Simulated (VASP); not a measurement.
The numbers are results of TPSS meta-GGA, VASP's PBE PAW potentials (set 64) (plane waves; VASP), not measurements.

Input for VASP

File KPOINTS:
```
Automatic
0
G
  8 8 8
0 0 0
```

### INCAR
```
SYSTEM  =  LiCl
PREC  =  Accurate; ENCUT  =  520; LREAL  =  F
LASPH  =  T
EDIFF  =  1E-6; NELM  =  100; ALGO  =  Normal
LMIXTAU  =  T
ISMEAR  =  0; SIGMA  =  0.05
METAGGA  =  TPSS
ISIF  =  2
LWAVE  =  F; LCHARG  =  F
```

File POSCAR:
```
LiCl
1.0
  0.0000000000   2.6214000000   2.6214000000
  2.6214000000   0.0000000000   2.6214000000
  2.6214000000   2.6214000000   0.0000000000
Li Cl
1 1
Cart
  0.0000000000   0.0000000000   0.0000000000
  2.6214000000   2.6214000000   2.6214000000
```

POTCAR, in this order: Li_sv Cl (PBE.64 set). Program: vasp_std.

The resulting files:

File OSZICAR:
```
       N       E                     dE             d eps       ncg     rms          rms(c)
DAV:   1     0.675609864578E+02    0.67561E+02   -0.68455E+03   751   0.106E+04
DAV:   2    -0.210577532475E+01   -0.69667E+02   -0.67389E+02   836   0.427E+02
DAV:   3    -0.127443730627E+02   -0.10639E+02   -0.10436E+02   971   0.164E+02
DAV:   4    -0.134015477605E+02   -0.65717E+00   -0.65366E+00   850   0.394E+01
DAV:   5    -0.134695591810E+02   -0.68011E-01   -0.67682E-01   993   0.164E+01    0.365E+00
DAV:   6    -0.131740729868E+02    0.29549E+00   -0.81440E+00   555   0.379E+01    0.160E+00
DAV:   7    -0.136609968528E+02   -0.48692E+00   -0.15459E+00   810   0.115E+01    0.167E+00
DAV:   8    -0.136408878651E+02    0.20109E-01   -0.50308E-02   641   0.238E+00    0.117E+00
DAV:   9    -0.139717568785E+02   -0.33087E+00   -0.84371E-01   795   0.600E+00    0.137E+00
DAV:  10    -0.140503097089E+02   -0.78553E-01   -0.45397E-01   620   0.625E+00    0.154E+00
DAV:  11    -0.138209674112E+02    0.22934E+00   -0.12516E+00   548   0.112E+01    0.584E-01
DAV:  12    -0.138187158183E+02    0.22516E-02   -0.44187E-01   635   0.715E+00    0.707E-01
DAV:  13    -0.137833265637E+02    0.35389E-01   -0.31907E-02   551   0.263E+00    0.774E-01
DAV:  14    -0.137231865628E+02    0.60140E-01   -0.36453E-02   660   0.214E+00    0.548E-01
DAV:  15    -0.138002093852E+02   -0.77023E-01   -0.49618E-02   522   0.392E+00    0.235E-01
DAV:  16    -0.137878739516E+02    0.12335E-01   -0.92860E-03   527   0.135E+00    0.244E-01
DAV:  17    -0.137876340329E+02    0.23992E-03   -0.35184E-03   742   0.440E-01    0.252E-01
DAV:  18    -0.137940694591E+02   -0.64354E-02   -0.15225E-03   541   0.542E-01    0.167E-01
DAV:  19    -0.137977992380E+02   -0.37298E-02   -0.87518E-04   538   0.413E-01    0.120E-01
DAV:  20    -0.138004992748E+02   -0.27000E-02   -0.63649E-03   543   0.877E-01    0.571E-02
DAV:  21    -0.138010141757E+02   -0.51490E-03   -0.13944E-03   887   0.285E-01    0.691E-02
DAV:  22    -0.138005714821E+02    0.44269E-03   -0.51570E-04   580   0.240E-01    0.318E-02
DAV:  23    -0.138003883570E+02    0.18313E-03   -0.58204E-04   685   0.160E-01    0.212E-02
DAV:  24    -0.138004942412E+02   -0.10588E-03   -0.10855E-03   556   0.255E-01    0.494E-02
DAV:  25    -0.138003762942E+02    0.11795E-03   -0.25573E-04   726   0.172E-01    0.503E-02
DAV:  26    -0.138002540996E+02    0.12219E-03   -0.17123E-05   576   0.506E-02    0.514E-02
DAV:  27    -0.138001918964E+02    0.62203E-04   -0.31428E-05   555   0.588E-02    0.407E-02
DAV:  28    -0.138002672465E+02   -0.75350E-04   -0.88538E-05   547   0.951E-02    0.266E-02
DAV:  29    -0.138003198789E+02   -0.52632E-04   -0.34808E-05   689   0.590E-02    0.185E-02
DAV:  30    -0.138003445911E+02   -0.24712E-04   -0.31798E-05   578   0.519E-02    0.107E-02
DAV:  31    -0.138003606724E+02   -0.16081E-04   -0.17274E-06   542   0.176E-02    0.123E-02
DAV:  32    -0.138003617252E+02   -0.10527E-05   -0.49457E-06   550   0.223E-02    0.852E-03
DAV:  33    -0.138003634868E+02   -0.17616E-05   -0.59993E-06   705   0.204E-02    0.544E-03
DAV:  34    -0.138003665369E+02   -0.30502E-05   -0.53843E-06   552   0.197E-02    0.243E-03
DAV:  35    -0.138003688650E+02   -0.23280E-05   -0.27218E-06   766   0.114E-02    0.118E-03
DAV:  36    -0.138003707309E+02   -0.18659E-05   -0.74940E-07   522   0.647E-03    0.461E-04
DAV:  37    -0.138003714105E+02   -0.67961E-06   -0.13902E-07   327   0.340E-03
   1 F= -.13800371E+02 E0= -.13800371E+02  d E =-.311582E-29
```

**OUTCAR**
```
------------------------ aborting loop because EDIFF is reached ----------------------------------------
  FORCE on cell =-STRESS in cart. coord.  units (eV):
  Direction    XX          YY          ZZ          XY          YZ          ZX
  --------------------------------------------------------------------------------------
  Total       -0.6601657     -0.6601657     -0.6601657      0.0000000      0.0000000      0.0000000
  in kB      -29.3584864    -29.3584864    -29.3584864      0.0000000      0.0000000      0.0000000
  external PRESSURE =     -29.3584864 kB  Pullay stress =       0.0000000 kB
  volume of cell :       36.03
      direct lattice vectors                 reciprocal lattice vectors
     0.000000000  2.621400000  2.621400000    -0.190737774  0.190737774  0.190737774
     2.621400000  0.000000000  2.621400000     0.190737774 -0.190737774  0.190737774
     2.621400000  2.621400000  0.000000000     0.190737774  0.190737774 -0.190737774
  FREE ENERGIE OF THE ION-ELECTRON SYSTEM (eV)
  ---------------------------------------------------
  free  energy   TOTEN  =       -13.8003714105 eV

  energy  without entropy=      -13.8003714105  energy(sigma->0) =      -13.80037141
```
(Selected blocks of OUTCAR.)

OUTCAR:
```
 val. band max:       -0.0790133336   @ k =   0.0000   0.0000   0.0000

 cond. band min:       6.0425904514   @ k =   0.0000   0.0000   0.0000


 Fermi energy:         0.3061314702

 k-point     1 :       0.0000    0.0000    0.0000
  band No.  band energies     occupation
      1     -44.5457      2.00000
      2     -13.5671      2.00000
      3      -0.0790      2.00000
      4      -0.0790      2.00000
      5      -0.0790      2.00000
      6       6.0426      0.00000
      7      12.0568      0.00000
      8      12.0568      0.00000
      9      12.0568      0.00000

 k-point     2 :       0.1250    0.0000    0.0000
  band No.  band energies     occupation
      1     -44.5461      2.00000
      2     -13.5001      2.00000
      3      -0.5706      2.00000
      4      -0.1163      2.00000
      5      -0.1163      2.00000
      6       6.5150      0.00000
      7      11.2028      0.00000
      8      11.9091      0.00000
      9      11.9092      0.00000

 k-point     3 :       0.2500    0.0000    0.0000
  band No.  band energies     occupation
      1     -44.5458      2.00000
      2     -13.3301      2.00000
      3      -1.5527      2.00000
      4      -0.2019      2.00000
      5      -0.2019      2.00000
      6       7.0853      0.00000
      7      10.7714      0.00000
      8      10.7715      0.00000
      9      10.8242      0.00000

 k-point     4 :       0.3750    0.0000    0.0000
  band No.  band energies     occupation
      1     -44.5456      2.00000
      2     -13.1475      2.00000
      3      -2.3795      2.00000
      4      -0.2820      2.00000
      5      -0.2820      2.00000
      6       6.9581      0.00000
      7       9.9181      0.00000
      8       9.9183      0.00000
      9      11.7707      0.00000

 k-point     5 :       0.5000    0.0000    0.0000
  band No.  band energies     occupation
      1     -44.5460      2.00000
      2     -13.0676      2.00000
      3      -2.6952      2.00000
...
```

The compound is LiCl in the rock salt structure. The cell was not relaxed at this level. The run is one of a series of settings (GGA removed, LMIXTAU = .TRUE., METAGGA = TPSS against the base run), some of them coarse on purpose.
